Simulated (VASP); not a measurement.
The input files of a VASP run:

POSCAR:
```
AlN
3.0736370
  0.0000000000   0.7071067860   0.7071067860
  0.7071067860   0.0000000000   0.7071067860
  0.7071067860   0.7071067860   0.0000000000
Al N
1 1
Cart
  0.0000000000   0.0000000000   0.0000000000
  0.3535533930   0.3535533930   0.3535533930
```

**INCAR**
```
ENCUT = 520
ISMEAR = -5   ! tetrahedra, Bloechl
NEDOS = 601
EDIFF = 1E-7   ! SCF stop (eV)
ISIF = 2   ! forces and stress, cell fixed
SYSTEM = AlN
LASPH = .True.   ! aspherical one-centre terms
LWAVE = .False.
PREC = Accurate
ALGO = Normal   ! blocked Davidson
LCHARG = .True.
NELM = 100
LORBIT = 11
LREAL = .False.   ! projection in real space or not
```

KPOINTS:
```
Automatic mesh
0
Gamma
  12 12 12
0 0 0
```

POTCAR, in this order: Al N (LDA.64 set). Program: vasp_std.

Translate this LDA calculation to Ansatz.

One equivalent input (not run):
Ansatz 0.2 input:
```yaml
crystal:
  lattice:
    - [0.0000000, 2.1733896, 2.1733896]
    - [2.1733896, 0.0000000, 2.1733896]
    - [2.1733896, 2.1733896, 0.0000000]
  atoms:
    - { symbol: Al, position: [0.0000000, 0.0000000, 0.0000000] }
    - { symbol: N, position: [0.2500000, 0.2500000, 0.2500000] }
kpoints:
  mp_grid: { grid: [12, 12, 12] }
hamiltonian:
  xc: lda
  pseudopotentials: { kind: paw }
scf:
  occupations: { method: tetrahedron }
  max_iter: 100
output: { forces: true, stress: true, eigenvalues: true }
```
Limits of the translation: each code has its own PAW files, so the cut-off isn't converted (ENCUT is set for VASP's; basis.ecutwfc is left out, and Ansatz then takes the one that its files recommend); Ansatz stops its SCF on the density residual and VASP on the energy change (EDIFF); Ansatz's lda is the Perdew-Wang form, while the LDA potentials of VASP carry Perdew-Zunger's.

The compound is AlN in the zinc blende structure, a metastable form; wurtzite is the usual one. It was relaxed first.
